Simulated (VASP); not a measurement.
Crystal: Be4TeSe3.

```xyz
8
Lattice="5.2650 0.0000 0.0000 0.0000 5.2650 0.0000 0.0000 0.0000 5.2650" Properties=species:S:1:pos:R:3 pbc="T T T"
Be    1.0596    1.0596    1.0596
Be    4.2054    4.2054    1.0596
Be    4.2054    1.0596    4.2054
Be    1.0596    4.2054    4.2054
Te    2.6325    2.6325    2.6325
Se    2.6325    0.0000    0.0000
Se    0.0000    2.6325    0.0000
Se    0.0000    0.0000    2.6325
```

The cell was built by a generator and needn't be a form met in nature.

* Program: VASP 6.6.1
* Task: relaxation of cell and atoms
* Functional: PBE
* Potentials or basis: VASP PAW PBE potentials, release 64 (Be, Te, Se)
* Cutoff: 520 eV
* k mesh: 3 × 3 × 3
* Occupations: gaussian, width 0.15 eV
* Spin: no spin polarisation

At the start: pressure 2.8 GPa; volume 18.24 Å³/atom.

Task: How do energy, volume and symmetry change on relaxing?

Result: Over 8 steps the energy falls by 288.5 meV/atom and the volume is 18.76 Å³/atom (+2.8 %); space group P-43m (No. 215, to 0.05 Å).

The path:
| step | energy change (eV) | largest force (eV/Å) | pressure (GPa) | volume (Å³) |
| --- | --- | --- | --- | --- |
| 1 | 0.0000 | 2.5510 | 2.81 | 145.95 |
| 2 | -1.1989 | 1.9768 | -1.20 | 152.82 |
| 3 | -1.8390 | 1.2817 | -3.90 | 159.08 |
| 4 | -1.6039 | 0.8219 | -6.93 | 172.10 |
| 5 | -2.0075 | 0.4977 | -5.36 | 163.89 |
| 6 | -2.2145 | 0.7652 | 1.44 | 147.51 |
| 7 | -2.2840 | 0.2762 | -1.14 | 152.61 |
| 8 | -2.3082 | 0.0082 | -0.26 | 150.07 |

Final structure:
```
Be Te Se
1.0
     5.31411    0.00000    0.00000
     0.00000    5.31411    0.00000
     0.00000    0.00000    5.31411
Be Te Se
4 1 3
Direct
  0.24027 0.24027 0.24027
  0.75973 0.75973 0.24027
  0.75973 0.24027 0.75973
  0.24027 0.75973 0.75973
  0.50000 0.50000 0.50000
  0.50000 0.00000 0.00000
  0.00000 0.50000 0.00000
  0.00000 0.00000 0.50000
```
